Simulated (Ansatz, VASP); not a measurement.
**NiO (rocksalt prototype): VASP beside Ansatz**

One calculation is typed for both programs; each brings its own data sets. How far apart do they land? The start cell is built, not measured: As first built, before any earlier steps moved the atoms (in the runner's words): rocksalt prototype, lattice guessed from radii. The cell is taken from a series of runs on this material, whose earlier steps may have relaxed, scaled, displaced or heated it; both programs get it as it stands.

Program: Ansatz 0.2.0. Level of theory: plane waves, with VASP 6.6.1 beside it; single point at LDA, DFT+U. Results are calculated unless marked as measured.

### 1. The starting structure

The structure is cubic, space group Fm-3m (No. 225). Conventional cell: a = 4.203 Å, b = 4.203 Å, c = 4.203 Å, α = 90.00°, β = 90.00°, γ = 90.00°. Ni has 6 O at 2.10 Å nearest. O has 6 Ni at 2.10 Å nearest. As first built, before any earlier steps moved the atoms (in the runner's words): rocksalt prototype, lattice guessed from radii. Farther neighbours and most contacts between anions are not listed.

### 2. Ansatz: single point, LDA, DFT+U, pair 1

Ansatz runs on its default PAW (the set named soft_2) files.

A single point gives forces, pressure and levels at one fixed geometry, so differences don't come from the geometry; what else differs is listed under the comparison.

input.yaml reads:

```yaml
crystal:
  lattice:
    - [0.0, -2.10134405, -2.10134405]
    - [-4.2026881, 0.0, 0.0]
    - [2.10134405, 4.2026881, -2.10134405]
  atoms:
    - { symbol: Ni, position: [0.666666667, 0.666666667, 0.333333333], spin: 2.0 }
    - { symbol: Ni, position: [0.333333333, 0.333333333, 0.666666667], spin: 2.0 }
    - { symbol: Ni, position: [0.0, 0.0, 0.0], spin: 2.0 }
    - { symbol: O, position: [0.666666667, 0.166666667, 0.333333333] }
    - { symbol: O, position: [0.333333333, 0.833333333, 0.666666667] }
    - { symbol: O, position: [0.0, 0.5, 0.0] }
magnetization:
  spin_polarized: true
kpoints:
  mp_grid: { grid: [10, 10, 10] }
hamiltonian:
  xc: lda
  hubbard:
    sites:
      - { species: Ni, l: d, u_eff: 5.4 }
      - { site: 0, l: d, u_eff: 5.4, starting_ns: [{ spin: up, occupation_matrix: ni1_major }, { spin: down, occupation_matrix: ni1_minor }] }
      - { site: 1, l: d, u_eff: 5.4, starting_ns: [{ spin: up, occupation_matrix: ni1_major }, { spin: down, occupation_matrix: ni1_minor }] }
      - { site: 2, l: d, u_eff: 5.4, starting_ns: [{ spin: up, occupation_matrix: ni1_major }, { spin: down, occupation_matrix: ni1_minor }] }
    projectors: ortho-atomic
    occupation_matrices:
      ni1_major:
        matrix:
          - [0.998, 0.0, 0.0, 0.0, 0.0]
          - [0.0, 0.999, 0.0, 0.0, 0.0]
          - [0.0, 0.0, 0.999, 0.0, 0.0]
          - [0.0, 0.0, 0.0, 0.998, 0.0]
          - [0.0, 0.0, 0.0, 0.0, 0.999]
      ni1_minor:
        matrix:
          - [0.175, 0.0, 0.0, 0.0, 0.0]
          - [0.0, 0.996, 0.0, 0.0, 0.0]
          - [0.0, 0.0, 0.996, 0.0, 0.0]
          - [0.0, 0.0, 0.0, 0.175, 0.0]
          - [0.0, 0.0, 0.0, 0.0, 0.996]
scf:
  occupations: { method: fermi_dirac, width: 0.05 }
output:
  eigenvalues: true
```

Run with:

```console
$ ansatz run input.yaml --threads 4 --pin off --max-ram 8192MiB --backend cpu --events-out ev --progress --plain --runs-dir out
```

Numbers of over 12 decimals in the logs are rounded to 6 here.

The program printed:

```text
Engine: ansatz 0.2.0, aarch64-unknown-linux-gnu
Pseudopotentials: kind: paw
Pseudopotential: Ni, paw, valence charge 18, recommended cutoff 420 eV (normal), Ni.paw.azcp
Pseudopotential: O, paw, valence charge 6, recommended cutoff 420 eV (normal), O.paw.azcp
Functional definition: SPW92
  exchange = slater_x
  correlation = pw_c
Crystal: 6 atoms, lattice volume = 55.673 Å³
Basis set: ecut = 420 eV, 1089 PW (Γ)
Bands: 47, of which v1, the nominal top of the filled ones, is band 36 counted from 1 (35 counted from 0)
Symmetry: 24 space group operations
Space group: Fm-3m (ITA 225), of the structure as read, at distance tolerance 3.8e-5 Å
Magnetic group: BNS 225.116 (UNI 1618), of the structure as read, at distance tolerance 3.8e-5 Å
k-points: 171 of 1000
Non-local potential: Ni, projectors of the file, l = 0: 3, l = 1: 2, l = 2: 3, l = 3: 1
Non-local potential: O, projectors of the file, l = 0: 2, l = 1: 2, l = 2: 1
PAW form: soft (Blöchl's): semilocal exchange-correlation on the pseudo side does not see the compensation charge
PAW frozen core: Ni, regenerated for the run's functional, and the local potential with it (the file was generated under x = pbe(κ = 0.804, μ = 0.219515), c = pbe(β = 0.066725))
PAW frozen core: O, regenerated for the run's functional, and the local potential with it (the file was generated under x = pbe(κ = 0.804, μ = 0.219515), c = pbe(β = 0.066725))
PAW one-centre angular grid: Ni, 590 points (default); XC on 64 Gauss nodes
PAW one-centre angular grid: O, 110 points (default); XC on 64 Gauss nodes
Initial density: superposition of atomic densities (chi_scale 0.1, normalization cell, long waves kept (reshape's long-wave potential 0.00 eV rms))
Starting moments: Σ|m| = 6 μB on 3 of 6 sites
Initial wavefunctions: pseudopotential atomic-orbital guess
Functional: x = slater, c = lda
SCF iter   1: F=—  HF=-18982.154497 eV  |F-HF|=—  |Δ(HF+E_count)|=         —  Δρ=2.87e-1 (↑8.69e-2 ↓2.87e-1)  dr2=5.51e1  dr2_m=6.60e0  M=3.093 μB ∫|m|=3.096 μB  β_m=0.30  ethr=3.10e-3  ⟨swp⟩=5.1  Hψ=52436  notcnv=0  defer=9
preconditioner: auto → Kerker (q_TF=auto, 2.848 Å⁻¹)  [metal: Δε(μ)=0.006 eV  Ē_g=14.309 eV  σ=0.050 eV  W_gap=0.03  n_scr=20 (ndim 8)  ℏωp=34.5 eV  f_vac=0.000  D(μ)=4.36/eV (n_scr^D=46)]
spin=Collinear: Kerker preconditioning applied to the charge; magnetization (m = ρ↑ − ρ↓) channel mixes plain (no charge-response kernel on spin).
SCF iter   2: F=—  HF=-18977.257516 eV  |F-HF|=—  |Δ(HF+E_count)|=    4.90e0  Δρ=9.90e-2 (↑4.55e-2 ↓9.90e-2)  dr2=1.84e0  dr2_m=1.53e0  M=6.000 μB ∫|m|=6.008 μB  β_m=1.00  ethr=3.10e-3  ⟨swp⟩=3.3  Hψ=36346  notcnv=0  defer=1092
preconditioner: auto → Resta (q_TF=auto, 2.848 Å⁻¹)  ε∞=7.3  [insulator: Δε(μ)=0.885 eV  Ē_g=13.743 eV  σ=0.050 eV  W_gap=1.00  n_scr=20 (ndim 8)  ℏωp=34.5 eV  f_vac=0.000  D(μ)=0.00/eV (n_scr^D=0)  ε∞_Penn≈7.3]
spin=Collinear: Resta preconditioning applied to the charge; magnetization (m = ρ↑ − ρ↓) channel mixes plain (no charge-response kernel on spin).
SCF iter   3: F=—  HF=-18976.786911 eV  |F-HF|=—  |Δ(HF+E_count)|=   4.71e-1  Δρ=3.64e-2 (↑3.64e-2 ↓3.15e-2)  dr2=5.43e-1  dr2_m=1.59e-2  M=6.000 μB ∫|m|=6.016 μB  β_m=0.30  ethr=2.56e-3  ⟨swp⟩=2.8  Hψ=28619  notcnv=0  defer=1427
SCF iter   4: F=—  HF=-18977.172678 eV  |F-HF|=—  |Δ(HF+E_count)|=   3.86e-1  Δρ=2.42e-2 (↑1.24e-2 ↓2.42e-2)  dr2=4.88e-1  dr2_m=2.57e-2  M=6.000 μB ∫|m|=6.013 μB  β_m=0.30  ethr=7.55e-4  ⟨swp⟩=2.7  Hψ=32075  notcnv=0  defer=1421
Mixer restart at iter 4: flushing history
spin-set hold released at iteration 4 (site moments contracting): the magnetisation degrees of freedom join the quasi-Newton model from the next iteration; the mixer history was flushed
SCF iter   5: F=—  HF=-18977.185685 eV  |F-HF|=—  |Δ(HF+E_count)|=   1.30e-2  Δρ=6.37e-3 (↑3.07e-3 ↓6.37e-3)  dr2=1.10e-2  dr2_m=5.33e-3  M=6.000 μB ∫|m|=6.018 μB  β_m=0.37  ethr=6.78e-4  ⟨swp⟩=2.7  Hψ=25228  notcnv=0  defer=1393
SCF iter   6: F=—  HF=-18977.299432 eV  |F-HF|=—  |Δ(HF+E_count)|=   1.14e-1  Δρ=4.57e-3 (↑2.24e-3 ↓4.57e-3)  dr2=7.40e-3  dr2_m=2.63e-3  M=6.000 μB ∫|m|=6.020 μB  β_m=0.68  ethr=1.52e-5  ⟨swp⟩=2.0  Hψ=30583  notcnv=0  defer=1376
SCF iter   7: F=—  HF=-18977.358270 eV  |F-HF|=—  |Δ(HF+E_count)|=   5.88e-2  Δρ=1.33e-3 (↑6.00e-4 ↓1.33e-3)  dr2=1.23e-3  dr2_m=7.56e-5  M=6.000 μB ∫|m|=6.023 μB  β_m=0.67  ethr=1.03e-5  ⟨swp⟩=2.0  Hψ=28547  notcnv=0  defer=1376
SCF iter   8: F=—  HF=-18977.357988 eV  |F-HF|=—  |Δ(HF+E_count)|=   2.82e-4  Δρ=2.53e-4 (↑2.53e-4 ↓2.30e-4)  dr2=5.79e-5  dr2_m=1.18e-5  M=6.000 μB ∫|m|=6.023 μB  β_m=0.74  ethr=1.71e-6  ⟨swp⟩=2.0  Hψ=22249  notcnv=0  defer=1376
SCF iter   9: F=—  HF=-18977.358019 eV  |F-HF|=—  |Δ(HF+E_count)|=   3.14e-5  Δρ=1.62e-4 (↑9.45e-5 ↓1.62e-4)  dr2=1.48e-5  dr2_m=1.94e-6  M=6.000 μB ∫|m|=6.023 μB  β_m=0.87  ethr=8.05e-8  ⟨swp⟩=2.0  Hψ=22141  notcnv=0  defer=1376
SCF iter  10: F=—  HF=-18977.358022 eV  |F-HF|=—  |Δ(HF+E_count)|=   2.63e-6  Δρ=5.84e-5 (↑3.54e-5 ↓5.84e-5)  dr2=2.54e-6  dr2_m=2.06e-7  M=6.000 μB ∫|m|=6.023 μB  β_m=0.94  ethr=2.06e-8  ⟨swp⟩=1.7  Hψ=17994  notcnv=0  defer=1376
SCF iter  11: F=-18977.358021 eV  HF=-18977.358021 eV  |F-HF|=3.67e-9  |Δ(HF+E_count)|=   3.82e-7  Δρ=4.12e-6 (↑3.69e-6 ↓4.12e-6)  dr2=2.02e-8  dr2_m=1.33e-9  M=6.000 μB ∫|m|=6.023 μB  ethr=1.39e-10  ⟨swp⟩=7.5  Hψ=63141  notcnv=0
SCF 1 converged in 11 iterations: F = -18977.358021 eV  dr2 = 2.02e-8
  greatest PAW one-centre occupation: 1.003 electrons in one spin orbital (limit 2), on the Ni atom at site 2 (counted from 0), in its partial waves of l = 1
SCF converged after 11 iterations
Magnetization: 6.0000 μB (39.0000 up, 33.0000 down)
Absolute magnetization: 6.0203 μB (∫|ρ↑−ρ↓|, with the PAW one-centre terms)
Spin contamination: 0.0051 ħ² per cell (⟨S²⟩ above its minimum at these occupations)
Per-site moments (μB) at R_I (Å): [(1.671189, 0.866804420625), (1.671189, 0.866804420625), (1.671189, 0.866804420625), (0.258278, 0.866804420625), (0.258278, 0.866804420625), (0.258278, 0.866804420625)]
Free energy (F): -18977.358021 eV
Harris-Foulkes:  -18977.358021 eV  (|F-HF|=3.67e-9)
Internal energy: -18977.358021 eV  (E = F + TS)
E sigma→0 (E₀):  -18977.358021 eV
Entropy (-TS):   -0.000000 eV (-0.000 meV/atom)
Fermi energy:    13.641729 eV
--- Per-component energies (eV) ---
  E_band       = -1098.825443
  E_kinetic    = 1347.364295
  E_local      = -12064.751260  (includes V_loc(G=0)·N_el)
  E_nonlocal   = 2083.207054
  E_hartree    = 4941.018558
  E_xc         = -462.627590
  E_vxc        = -596.901358  (∫ρ·V_xc dr)
  E_hubbard    = 2.502342  (on-site DFT+U / exact-exchange correction)
  E_vhub       = -62.456217  (the Hubbard potential's part of the band-sum identity)
  E_paw        = -5133.033419  (= ΣΔE_a)
  E_vpaw       = -1687.329431  (= ΣTr[D̂ρ^β])
  E_aug_tail   = 0.008764  (compensation charges beyond the density's cutoff)
  E_ewald      = -9692.639892
  E_core_change = 1.593126  (= ΣΔE_core)
  E_smearing   = -0.000000  (= −TS)
  E_closure    = -0.000000  (closes the sum)
  Σ components = -18977.358021   (vs F -18977.358021, Δ=0.00e0)
--- Specified on-site occupations, and those of the state reported ---
  electrons in the specified blocks: 24.9930 specified, 24.9855 found
  site 2 (l=d) ↑: largest change of an orbital's occupation 0.0005; electrons 4.9930 specified, 4.9908 found; spectral distance 0.0010
  site 1 (l=d) ↑: largest change of an orbital's occupation 0.0005; electrons 4.9930 specified, 4.9908 found; spectral distance 0.0010
  site 0 (l=d) ↑: largest change of an orbital's occupation 0.0005; electrons 4.9930 specified, 4.9908 found; spectral distance 0.0010
  site 0 (l=d) ↓: largest change of an orbital's occupation 0.0004; electrons 3.3380 specified, 3.3377 found; spectral distance 0.0006
  site 2 (l=d) ↓: largest change of an orbital's occupation 0.0004; electrons 3.3380 specified, 3.3377 found; spectral distance 0.0006
  site 1 (l=d) ↓: largest change of an orbital's occupation 0.0004; electrons 3.3380 specified, 3.3377 found; spectral distance 0.0006
--- Band table (eV; the first three rows and the last of 342) ---
  k-point 0 ↑: bands = [... 32 lower, 9.9797, 9.9797, 11.0711, 11.0711, 11.0711, 12.0559, 12.0559, 15.0532, ... 7 higher]
  k-point 1 ↑: bands = [... 32 lower, 10.0023, 10.2583, 10.9151, 11.0767, 11.1817, 11.5181, 12.4943, 15.2967, ... 7 higher]
  k-point 2 ↑: bands = [... 32 lower, 10.0080, 10.5286, 10.5774, 10.9341, 11.0887, 11.4741, 12.7877, 15.9067, ... 7 higher]
  k-point 170 ↓: bands = [... 32 lower, 10.8707, 14.9279, 15.4976, 15.7724, 16.1325, 16.2828, 16.4597, 20.1371, ... 7 higher]
Occupation matrices written to <dir>
```

(Part 1 of 3 ends here.)

[Lines on the potential files, build, host, timing and source positions are cut from VASP's logs without a mark.]

[Logs are printed without paths, hosts, clocks, repeated set-up lines and the standing remarks that a program may print on its own settings, such as how far it seeks lower states.]

[Hosts, paths, dates, database ids (printed as entryN), source tags and the programs' standing remarks are cut or masked in the printed files.]
